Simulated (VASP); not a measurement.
Input:

```
CELL_PARAMETERS angstrom
      2.82931     0.00000     0.00000
      0.00000     2.78428     0.00000
      0.00000     0.00000     3.96764
ATOMIC_POSITIONS crystal
  Ti 0.00000 0.00000 0.00000
  Al 0.52424 0.50000 0.50000
```

Computed with PBE GGA, VASP's PBE PAW potentials (set 64) (plane waves; VASP). Run with 400 eV cut-off, 18×18×12 Γ-centred mesh, first-order Methfessel-Paxton smearing of 0.10 eV, potentials Ti_sv Al.

Task: Which forces act on the atoms, in eV/Å?

Result: 
```
atom      Fx     Fy     Fz
----  ------  -----  -----
Ti1    0.346  0.000  0.000
Al2   -0.346  0.000  0.000
```

Task: Give the stress tensor in GPa (positive for a compressed cell).

Result: 
```
2.66  0.00  0.00
0.00  4.81  0.00
0.00  0.00  5.59
```
The pressure is its mean diagonal, 4.35 GPa.

The compound is TiAl in the L1_0 structure. The cell was not relaxed at this level, atoms are displaced from their ideal sites. The run is one of a series of settings (KPOINTS 18×18×12 Γ-centred mesh against the base run), some of them coarse on purpose. The electron count is odd and the run is not spin-polarised, which forces a metal.
